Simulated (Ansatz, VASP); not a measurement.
**Cross-check of Al (Al(110)) between VASP and Ansatz**

Wanted: the spread between two codes on one cell, functional and k mesh. The structure shown is the start of the Ansatz relaxation below; VASP solves that cell, so the two are compared at the walk's first step.

Calculated with Ansatz 0.2.0; plane waves, with VASP 6.6.1 beside it; single point at PBE.

**1. Set-up**

The cell holds 5 atoms: 5 Al. Cell: a = 4.050 Å, b = 2.864 Å, c = 23.728 Å, α = 90.0°, β = 90.0°, γ = 90.0°. Vacuum lies along c.

**2. Ansatz: relaxation, PBE**

Ansatz runs on its default PAW (the set named soft_2) files.

The two programs are compared at the cell with which this relaxation starts, whose forces are those of its first step.

Contents of input.yaml:

```yaml
crystal:
  lattice:
    - [4.05, 0.0, 0.0]
    - [0.0, 2.8637824638, 0.0]
    - [0.0, 0.0, 23.7275649276]
  atoms:
    - { symbol: Al, position: [0.0, 0.0, 0.3793056737] }
    - { symbol: Al, position: [0.5, 0.5, 0.4396528368] }
    - { symbol: Al, position: [0.0, 0.0, 0.5] }
    - { symbol: Al, position: [0.5, 0.5, 0.5603471632] }
    - { symbol: Al, position: [0.0, 0.0, 0.6206943263] }
kpoints:
  mp_grid: { grid: [8, 10, 1] }
hamiltonian:
  xc: pbe
scf:
  occupations: { method: fermi_dirac, width: 0.1 }
  convergence: { dr2_threshold: 1.0e-08 }
efield:
  axis: 3
  dipole_correction: true
  ramp_position: 0.97
  ramp_width: 0.06
relax:
  f_tol: 0.02
  max_steps: 60
  constraints: [{ sites: [0, 1] }]
output:
  write_potential: true
  write_density: true
  volumetric_format: npy
```

Launch:

```
ansatz run input.yaml --threads 4 --pin off --max-ram 6144MiB --backend cpu --events-out ev --progress --plain --runs-dir out
```

Numbers of over 12 decimals in the logs are rounded to 6 here.

Output:

```text
Engine: ansatz 0.2.0, aarch64-unknown-linux-gnu
Pseudopotentials: kind: paw
Pseudopotential: Al, paw, valence charge 3, recommended cutoff 420 eV (normal), Al.paw.azcp
Functional definition: PBE
  parameter kappa = 0.804
  parameter beta = 0.066725
  exchange = pbe_x(kappa = kappa, mu = beta*pi^2/3)
  correlation = pbe_c(beta = beta)
Crystal: 5 atoms, lattice volume = 275.200 Å³
Basis set: ecut = 420 eV, 5383 PW (Γ), exchange–correlation on 60×40×320 points (8 copies of the dense FFT grid, shifted against one another)
Bands: 13, of which v1, the nominal top of the filled ones, is band 8 counted from 1 (7 counted from 0)
Symmetry: 4 space group operations
k-points: 30 of 80
Non-local potential: Al, projectors of the file, l = 0: 2, l = 1: 2, l = 2: 1
PAW form: soft (Blöchl's): semilocal exchange-correlation on the pseudo side does not see the compensation charge
PAW one-centre angular grid: Al, 110 points (default); XC on 64 Gauss nodes
Initial density: superposition of atomic densities (neutral atoms: chi_scale 0, normalization atom), corrected by the library's trained network
Initial wavefunctions: pseudopotential atomic-orbital guess
Functional: x = pbe(κ = 0.804, μ = 0.219515), c = pbe(β = 0.066725)
SCF iter   1: F=—  HF=-2686.120360 eV  |F-HF|=—  |Δ(HF+E_count)|=         —  Δρ=1.03e-3  dr2=5.06e-3  ethr=1.77e-3  p=0.000 e·Å  D=8.51e-15 V/Å  ΔV_dip=-0.00 eV  dr2_dipole=9.03e-11  V_vac-E_F(+/−)=3.92/3.92 eV  ⟨swp⟩=8.9  Hψ=3210  notcnv=0
efield: sawtooth ramp at fractional position 0.9700 (set: `efield.ramp_position`, or a place that a band, a saddle search or an elastic batch's reference lends), width 0.0600; the density the first Hamiltonian is built on has a dipole p = 0.000 e·Å; the dipole correction subtracts the counter field D = 8.51e-15 V/Å, which shifts the + side's vacuum level by -0.00 eV against the − side's; the planar-averaged density in the ramp window peaks in size at 5.3e-6 e/Å³
preconditioner: auto → LDOS  [metal: Δε(μ)=0.036 eV  Ē_g=6.210 eV  σ=0.100 eV  W_gap=0.09  n_scr=22 (ndim 8)  ℏωp=8.7 eV  f_vac=0.557  D(μ)=2.53/eV (n_scr^D=8)  β→1.0]
SCF iter   2: F=—  HF=-2686.120757 eV  |F-HF|=—  |Δ(HF+E_count)|=   3.98e-4  Δρ=2.65e-4  dr2=3.50e-4  ethr=3.37e-5  p=0.000 e·Å  D=1.17e-5 V/Å  ΔV_dip=-0.00 eV  dr2_dipole=5.25e-12  V_vac-E_F(+/−)=3.98/3.98 eV  ⟨swp⟩=2.4  Hψ=909  notcnv=0
SCF iter   3: F=—  HF=-2686.120885 eV  |F-HF|=—  |Δ(HF+E_count)|=   1.27e-4  Δρ=7.90e-5  dr2=3.11e-5  ethr=2.34e-6  p=0.000 e·Å  D=4.50e-6 V/Å  ΔV_dip=-0.00 eV  dr2_dipole=3.13e-11  V_vac-E_F(+/−)=3.99/3.99 eV  ⟨swp⟩=2.5  Hψ=681  notcnv=0
SCF iter   4: F=—  HF=-2686.120982 eV  |F-HF|=—  |Δ(HF+E_count)|=   9.73e-5  Δρ=2.01e-5  dr2=1.89e-6  ethr=2.07e-7  p=0.000 e·Å  D=7.17e-7 V/Å  ΔV_dip=-0.00 eV  dr2_dipole=1.03e-11  V_vac-E_F(+/−)=3.98/3.98 eV  ⟨swp⟩=2.6  Hψ=662  notcnv=0
SCF iter   5: F=—  HF=-2686.120991 eV  |F-HF|=—  |Δ(HF+E_count)|=   9.33e-6  Δρ=5.24e-6  dr2=1.43e-7  ethr=1.26e-8  p=0.000 e·Å  D=1.89e-7 V/Å  ΔV_dip=-0.00 eV  dr2_dipole=4.85e-13  V_vac-E_F(+/−)=3.99/3.99 eV  ⟨swp⟩=2.6  Hψ=642  notcnv=0
SCF iter   6: F=-2686.120991 eV  HF=-2686.120991 eV  |F-HF|=1.02e-8  |Δ(HF+E_count)|=   2.37e-7  Δρ=9.00e-7  dr2=5.63e-9  ethr=6.67e-11  p=-0.000 e·Å  D=-3.85e-8 V/Å  ΔV_dip=0.00 eV  dr2_dipole=1.56e-13  V_vac-E_F(+/−)=3.99/3.99 eV  ⟨swp⟩=7.9  Hψ=2832  notcnv=0
SCF 1 converged in 6 iterations: F = -2686.120991 eV  dr2 = 5.63e-9
  greatest PAW one-centre occupation: 0.484 electrons in one spin orbital (limit 2), on the Al atom at site 0 (counted from 0), in its partial waves of l = 0
relax step   1: F+E_penalty+E_count = -2686.12099146 eV  Δ(F+E_penalty+E_count) = +0.000e0 eV  max|allowed force component| = 2.224e-1 eV/Å  Δτ_max = 0.0000 Å  (6 SCF iters, accepted)
[...]
relax step   2: F+E_penalty+E_count = -2686.13235942 eV  Δ(F+E_penalty+E_count) = -1.137e-2 eV  max|allowed force component| = 5.198e-2 eV/Å  Δτ_max = 0.0966 Å  (7 SCF iters, accepted)
[...]
relax step   3: F+E_penalty+E_count = -2686.13273755 eV  Δ(F+E_penalty+E_count) = -3.781e-4 eV  max|allowed force component| = 1.131e-2 eV/Å  Δτ_max = 0.0135 Å  (5 SCF iters, accepted)
NSCF: frozen V_eff on 30 k-points
the band table was solved once a step of the walk had ended and its energy, with any forces and stress, was formed, with the checks that follow a solve (3656 applications of the Hamiltonian). They found nothing against the state; the energy, forces and stress were not computed again (output.eigenvalues in the input reference)
WARN: The output density's exchange-correlation potential varies sharply where the density is thin. Do not read a vacuum level from v_tot or v_xc, or from such a field of the output density. On a cell that repeats whose density bears no net charge and no dipole along the vacuum's axis use v_es (v_loc + v_h of the components); under efield.dipole_correction with no amplitude use v_es + v_field, which holds any externa [...]
SCF converged after 5 iterations
Free energy (F): -2686.132738 eV
Harris-Foulkes:  -2686.132738 eV  (|F-HF|=1.76e-8)
Internal energy: -2686.055265 eV  (E = F + TS)
E sigma→0 (E₀):  -2686.094001 eV
Entropy (-TS):   -0.077473 eV (-15.495 meV/atom)
Fermi energy:    -0.324241 eV
Dipole field:    D = -0.000116 V/Å  (p = -0.000176 e·Å, saw-weighted, corrected)
Work function:   Φ+ = 3.9949 eV   Φ− = 3.9922 eV
Levels:          The Fermi level and band energies are counted from a zero that moves with the ramp; work functions are not
--- Per-component energies (eV) ---
  E_band       = -67.037371
  E_kinetic    = 106.992727
  E_local      = -3316.049869  (includes V_loc(G=0)·N_el)
  E_nonlocal   = 52.541009
  E_hartree    = 1623.450359
  E_xc         = -194.584552
  E_vxc        = -139.262450  (∫ρ·V_xc dr)
  E_paw        = -2336.476095  (= ΣΔE_a)
  E_vpaw       = -18.159634  (= ΣTr[D̂ρ^β])
  E_aug_tail   = -0.000011  (compensation charges beyond the density's cutoff)
  E_efield     = 0.000000  (sawtooth field / dipole correction)
  E_vefield    = -0.000037  (∫n·V_field dr)
  E_ewald      = 1378.071166
  E_smearing   = -0.077473  (= −TS)
  E_closure    = -0.000000  (closes the sum)
  Σ components = -2686.132738   (vs F -2686.132738, Δ=0.00e0)
--- Forces (eV/Å), atoms counted from 1 ---
  atom   1  Al     0.00000000     0.00000000     0.17191758
  atom   2  Al     0.00000000     0.00000000    -0.17258226
  atom   3  Al     0.00000000     0.00000000     0.01131119
  atom   4  Al     0.00000000     0.00000000    -0.00776656
  atom   5  Al     0.00000000     0.00000000    -0.00286376
  max |Σ_I F_I| component: 1.62e-5 eV/Å
--- Band table (eV; the first three rows and the last of 30) ---
  k-point 0: bands = [... 4 lower, -2.8147, -1.4319, -1.2153, -1.0817, 0.3482, 1.3723, 1.7080, 3.0230, ... 1 higher]
  k-point 1: bands = [... 4 lower, -2.6498, -1.2646, -1.0505, -0.9199, 0.5134, 1.5375, 1.8516, 2.8769, ... 1 higher]
  k-point 2: bands = [... 4 lower, -2.1548, -0.8722, -0.5560, -0.4821, 0.4493, 0.9403, 1.7353, 2.0325, ... 1 higher]
  k-point 29: bands = [... 4 lower, -3.0322, -3.0114, -2.8411, -1.7330, -1.0960, -0.0187, 0.3412, 0.5050, ... 1 higher]
--- Relaxed structure (3 steps of the walk, 3 accepted, 0 SCFs on fresh bases) ---
  F+E_penalty+E_count = -2686.13273755 eV   max|allowed force component| = 1.131e-2 eV/Å
  atoms:
    - { symbol: Al, position: [0.0, 0.0, 0.3793056737] }
    - { symbol: Al, position: [0.5, 0.5, 0.4396528368] }
    - { symbol: Al, position: [0.0, 0.0, 0.498766] }
    - { symbol: Al, position: [0.5, 0.5, 0.560974] }
    - { symbol: Al, position: [0.0, 0.0, 0.616776] }
```

In the SCF lines HF is the Harris–Foulkes energy and dr2 the Hartree energy of the density residual, in eV; the loop may stop once dr2 is under the threshold and the program's other checks hold. Hψ counts applications of the Hamiltonian.

**3. VASP: single point, PBE, start cell**

The same cell, functional, mesh and smearing now go to VASP, with its own data sets.

Lines of VASP's logs that name or quote its potential files are left out, and so is its time.

Contents of INCAR:

```
SYSTEM = Al
PREC = Accurate
ENCUT = 400
EDIFF = 1E-06
NELM = 120
ISMEAR = -1
SIGMA = 0.1
LREAL = .FALSE.
ALGO = Normal
GGA = PE
NBANDS = 13
LORBIT = 11
LWAVE = .FALSE.
LCHARG = .FALSE.
ISIF = 2
LDIPOL = .TRUE.
IDIPOL = 3
DIPOL = 0.5 0.5 0.5
LVHAR = .TRUE.
LASPH = .TRUE.
GGA_COMPAT = .FALSE.
NELMDL = -8
KPAR = 2
```

Contents of POSCAR:

```
Al
1.0
    4.0500000000      0.0000000000      0.0000000000
    0.0000000000      2.8637824638      0.0000000000
    0.0000000000      0.0000000000     23.7275649276
Al
5
Direct
    0.0000000000      0.0000000000      0.3793056737
    0.5000000000      0.4999999190      0.4396528271
    0.0000000000      0.0000000000      0.4999999805
    0.5000000000      0.4999999190      0.5603471760
    0.0000000000      0.0000000000      0.6206943294
```

Contents of KPOINTS:

```
Automatic mesh
0
Gamma
8 10 1
0 0 0
```

The projector-augmented-wave data sets are Al (PBE family, release 64).

Launch:

```
mpirun -np 2 vasp_std
```

Output:

```text
[banner, memory and clock lines left out]
running    2 mpi-ranks, on    1 nodes
 distrk:  each k-point on    1 cores,    2 groups
 distr:  one band on    1 cores,    1 groups

 POSCAR found type information on POSCAR Al
 POSCAR found :  1 types and       5 ions
 LDA part: xc-table for (Slater+PW92), standard interpolation
 POSCAR, INCAR and KPOINTS ok, starting setup
 FFT: planning ... GRIDC
 FFT: planning ... GRID_SOFT
 FFT: planning ... GRID
 WAVECAR not read
 entering main loop
       N       E                     dE             d eps       ncg     rms          rms(c)
DAV:   1     0.386676521420E+02    0.38668E+02   -0.37612E+03   780   0.618E+02
DAV:   2    -0.158980426127E+02   -0.54566E+02   -0.50418E+02  1161   0.115E+02
DAV:   3    -0.181855726391E+02   -0.22875E+01   -0.21974E+01   978   0.246E+01
DAV:   4    -0.182787982858E+02   -0.93226E-01   -0.93048E-01  1243   0.630E+00
DAV:   5    -0.182837063148E+02   -0.49080E-02   -0.49078E-02  1348   0.129E+00
DAV:   6    -0.182838301278E+02   -0.12381E-03   -0.12381E-03  1371   0.173E-01
DAV:   7    -0.182838357199E+02   -0.55921E-05   -0.55921E-05  1358   0.286E-02
DAV:   8    -0.182838360469E+02   -0.32705E-06   -0.32697E-06  1139   0.594E-03    0.332E+00
DAV:   9    -0.174446469703E+02    0.83919E+00   -0.23759E+00   815   0.637E+00    0.172E+00
DAV:  10    -0.173739572994E+02    0.70690E-01   -0.16691E-01   990   0.216E+00    0.879E-01
DAV:  11    -0.173405796094E+02    0.33378E-01   -0.65506E-02   986   0.118E+00    0.271E-01
DAV:  12    -0.173373402947E+02    0.32393E-02   -0.13246E-02   968   0.626E-01    0.137E-01
DAV:  13    -0.173365435068E+02    0.79679E-03   -0.13396E-03   956   0.232E-01    0.788E-02
DAV:  14    -0.173361187634E+02    0.42474E-03   -0.14677E-03   925   0.169E-01    0.347E-02
[...]
DAV:  18    -0.173377783027E+02   -0.22266E-03   -0.20236E-05   900   0.198E-02    0.421E-03
DAV:  19    -0.173378120135E+02   -0.33711E-04   -0.20075E-06   831   0.684E-03    0.124E-03
DAV:  20    -0.173378301506E+02   -0.18137E-04   -0.10855E-06   721   0.388E-03    0.551E-04
DAV:  21    -0.173378391408E+02   -0.89901E-05   -0.92030E-07   749   0.255E-03    0.299E-04
DAV:  22    -0.173378415501E+02   -0.24093E-05   -0.26235E-07   736   0.146E-03    0.248E-04
DAV:  23    -0.173378482200E+02   -0.66699E-05   -0.26568E-07   696   0.135E-03    0.180E-04
DAV:  24    -0.173378503021E+02   -0.20821E-05   -0.91473E-08   597   0.877E-04    0.153E-04
DAV:  25    -0.173378507655E+02   -0.46345E-06   -0.23663E-08   560   0.539E-04
   1 F= -.17337851E+02 E0= -.17298007E+02  d E =-.796877E-01
```

Parts of OUTCAR (step 3):

```text
ion  position               nearest neighbor table
   1  0.000  0.000  0.379-   3 2.86   2 2.86   2 2.86   2 2.86   2 2.86
   2  0.500  0.500  0.440-   1 2.86   1 2.86   3 2.86   3 2.86   1 2.86   1 2.86   3 2.86   3 2.86
                             4 2.86
   3  0.000  0.000  0.500-   1 2.86   2 2.86   2 2.86   2 2.86   2 2.86   4 2.86   4 2.86   4 2.86
                             4 2.86   5 2.86
   4  0.500  0.500  0.560-   5 2.86   5 2.86   5 2.86   5 2.86   3 2.86   3 2.86   3 2.86   3 2.86
                             2 2.86
   5  0.000  0.000  0.621-   4 2.86   4 2.86   4 2.86   4 2.86   3 2.86

  LATTYP: Found a simple orthorhombic cell.
 ALAT       =     2.8637824638
 B/A-ratio  =     1.4142135624
 C/A-ratio  =     8.2853936106

 Subroutine GETGRP returns: Found  8 space group operations
 (whereof  8 operations were pure point group operations)

The static configuration has the point symmetry D_2h.

 Found     30 irreducible k-points:

   k-points           NKPTS =     30   k-points in BZ     NKDIM =     30   number of bands    NBANDS=     13

   dimension x,y,z NGX =    28 NGY =   20 NGZ =  160
   dimension x,y,z NGXF=    56 NGYF=   40 NGZF=  320

   ENCUT  =  400.0 eV  29.40 Ry    5.42 a.u.   6.60  4.67 38.69*2*pi/ulx,y,z

   NELECT =      15.0000    total number of electrons

 k-points in reciprocal lattice and weights: Automatic mesh
   0.00000000  0.00000000  0.00000000       0.013
   0.12500000  0.00000000  0.00000000       0.025
   0.25000000  0.00000000  0.00000000       0.025
   0.37500000  0.00000000  0.00000000       0.025
   0.50000000  0.00000000  0.00000000       0.013
   0.00000000  0.10000000  0.00000000       0.025
   0.12500000  0.10000000  0.00000000       0.050
   0.25000000  0.10000000  0.00000000       0.050
   0.37500000  0.10000000  0.00000000       0.050
[...]
0.37500000  0.50000000  0.00000000       0.025
   0.50000000  0.50000000  0.00000000       0.013

 dipolmoment           0.000000      0.000000      0.000001 electrons x Angstroem

 average (electrostatic) potential at core
       1 -81.1214       2 -81.0472       3 -81.0410       4 -81.0471       5 -81.1214

 E-fermi :  -0.2964

 k-point     1 :       0.0000    0.0000    0.0000
  band No.  band energies     occupation
    ...
      4      -3.8248      2.00000
      5      -2.7410      2.00000
      6      -1.3803      1.99996
      7      -1.1346      1.99954
      8      -1.0899      1.99928
      9       0.4518      0.00113
     10       1.3899      0.00000
     11       1.6236      0.00000
     12       3.0220      0.00000
     13       3.5283      0.00000

 k-point     2 :       0.1250    0.0000    0.0000
  band No.  band energies     occupation
    ...
      3      -6.4907      2.00000
      4      -4.1661      2.00000
      5      -3.7525      2.00000
      6      -2.3795      2.00000
      7      -1.1914      1.99974
      8       0.2669      0.00713
      9       0.4092      0.00172
     10       1.5710      0.00000
     11       2.1402      0.00000
     12       3.1399      0.00000
    ...

 k-point     3 :       0.2500    0.0000    0.0000
  band No.  band energies     occupation
    ...
      4      -5.7530      2.00000
      5      -4.2941      2.00000
      6      -3.1609      2.00000
      7      -1.8624      2.00000
      8      -0.2346      0.70045
      9       1.2764      0.00000
     10       2.3598      0.00000
     11       2.7818      0.00000
     12       3.8175      0.00000
     13       4.3189      0.00000

  Total       -1.5305067     -2.7233554     -0.8350375      0.0000000      0.0000000      0.0000000
  in kB       -8.9104080    -15.8550158     -4.8614779      0.0000000      0.0000000      0.0000000
  external PRESSURE =      -9.8756339 kB  Pullay stress =       0.0000000 kB

  energy-cutoff  :      400.00
  volume of cell :      275.20
      direct lattice vectors                 reciprocal lattice vectors
     4.050000000  0.000000000  0.000000000     0.246913580  0.000000000  0.000000000
     0.000000000  2.863782464  0.000000000     0.000000000  0.349188534  0.000000000
     0.000000000  0.000000000 23.727564928     0.000000000  0.000000000  0.042145075

 POSITION                                       TOTAL-FORCE (eV/Angst)
 -----------------------------------------------------------------------------------
      0.00000      0.00000      9.00000         0.000000      0.000000      0.224709
      2.02500      1.43189     10.43189         0.000000      0.000000     -0.161719
      0.00000      0.00000     11.86378         0.000000      0.000000      0.000000
      2.02500      1.43189     13.29567         0.000000      0.000000      0.161719
      0.00000      0.00000     14.72757         0.000000      0.000000     -0.224709
 -----------------------------------------------------------------------------------
    total drift:                                0.000000     -0.000011      0.000023

  FREE ENERGIE OF THE ION-ELECTRON SYSTEM (eV)
  ---------------------------------------------------
  free  energy   TOTEN  =       -17.3378507655 eV

  energy  without entropy=      -17.2581630632  energy(sigma->0) =      -17.29800691

 vacuum level on the upper side and lower side of the slab         3.692         3.692

 total charge
# of ion       s       p       d       tot
------------------------------------------
    1        0.478   0.279   0.000   0.757
    2        0.433   0.330   0.000   0.763
    3        0.428   0.342   0.000   0.770
    4        0.433   0.330   0.000   0.763
    5        0.478   0.279   0.000   0.757
--------------------------------------------------
tot          2.249   1.560   0.000   3.810

[... 3 further parts left out ...]
```

**4. Comparison**

Known differences besides the potentials themselves: the cutoff is 420 eV in Ansatz and 400 eV in VASP. Total energies have different zeros and are not compared.

Forces (eV/Å; atoms numbered as in POSCAR):

```
atom        Ansatz x, y, z          VASP x, y, z
 Al1   0.000, 0.000, 0.222   0.000, 0.000, 0.225
 Al2  0.000, 0.000, -0.163  0.000, 0.000, -0.162
 Al3   0.000, 0.000, 0.000   0.000, 0.000, 0.000
 Al4   0.000, 0.000, 0.163   0.000, 0.000, 0.162
 Al5  0.000, 0.000, -0.222  0.000, 0.000, -0.225
```

The forces differ by 0.9 meV/Å r.m.s., which is 0.9 % of the r.m.s. force of 0.101 eV/Å (both taken over all components). With vacuum in the cell, a pressure given here is an average over mostly empty space and none of the material.

**5. Summary of results**

```json
{"r.m.s. force difference (single point, PBE, start cell)": "0.92 meV/Å"}
```

What this shows: The r.m.s. force difference is 0.92 meV/Å (single point, PBE, start cell), within the 12 meV/Å picked in this series as the mark of a large difference. 1 further run of this series is not shown here. How closely two codes agree says nothing of how well the functional describes the real material.

[Lines on the potential files, build, host, timing and source positions are cut from VASP's logs without a mark.]

[Logs are printed without paths, hosts, clocks, repeated set-up lines and the standing remarks that a program may print on its own settings, such as how far it seeks lower states.]

[Hosts, paths, dates, database ids (printed as entryN), source tags and the programs' standing remarks are cut or masked in the printed files.]
